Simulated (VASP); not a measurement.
These are r2SCAN meta-GGA, VASP's PBE PAW potentials (set 64) (plane waves; VASP) values and carry that method's errors.

The input files of a VASP run:

POSCAR:
```
Ni
1
    0.0000000000     1.7600000000     1.7600000000
    1.7600000000     0.0000000000     1.7600000000
    1.7600000000     1.7600000000     0.0000000000
Ni
1
Direct
  0.0000000000   0.0000000000   0.0000000000
```

File KPOINTS:
```
Automatic mesh
0
Gamma
16 16 16
0 0 0
```

### INCAR
```
SYSTEM = Ni
PREC = Accurate
ENCUT = 400
EDIFF = 1E-6
NELM = 100
ALGO = Normal
LREAL = .FALSE.
LASPH = .TRUE.
ISMEAR = 1
SIGMA = 0.1
METAGGA = R2SCAN
LMIXTAU = .TRUE.
LMAXMIX = 4
ISPIN = 2
MAGMOM = 0.8
LORBIT = 10
LWAVE = .FALSE.
LCHARG = .FALSE.
IBRION = 2
ISIF = 3
NSW = 60
EDIFFG = -0.01
```

POTCAR, in this order: Ni (PBE.64 set). Program: vasp_std.

Energy and stress use the plane-wave basis of the starting cell.

What does the run give for the energy per atom (σ→0), cell moment, volume per atom, band gap (on the k-mesh)?

The energy per atom (σ→0) comes out as -11.944 eV/atom and the cell moment is 0.75 μB. The band gap (on the k-mesh) is none (metal, semimetal or under 0.01 eV) and the volume per atom is 10.52 Å³/atom.

File OSZICAR:
```
...
DAV:   6    -0.119440635771E+02    0.17533E-06   -0.54804E-07  2621   0.109E-02
   6 F= -.11944064E+02 E0= -.11944259E+02  d E =0.330675E-05  mag=     0.7516
       N       E                     dE             d eps       ncg     rms          rms(c)
DAV:   1    -0.119441281067E+02   -0.64354E-04   -0.94635E-04  5468   0.539E-01    0.663E-02
DAV:   2    -0.119440833384E+02    0.44768E-04   -0.91218E-04  5531   0.465E-01    0.402E-02
DAV:   3    -0.119440675265E+02    0.15812E-04   -0.15872E-04  5154   0.195E-01    0.125E-02
DAV:   4    -0.119440675616E+02   -0.35104E-07   -0.29959E-06  3994   0.155E-02
   7 F= -.11944068E+02 E0= -.11944263E+02  d E =-.677785E-06  mag=     0.7514
```

The compound is Ni in the fcc structure. This run relaxes it. Symmetry was kept, so distortions that lower it aren't found.
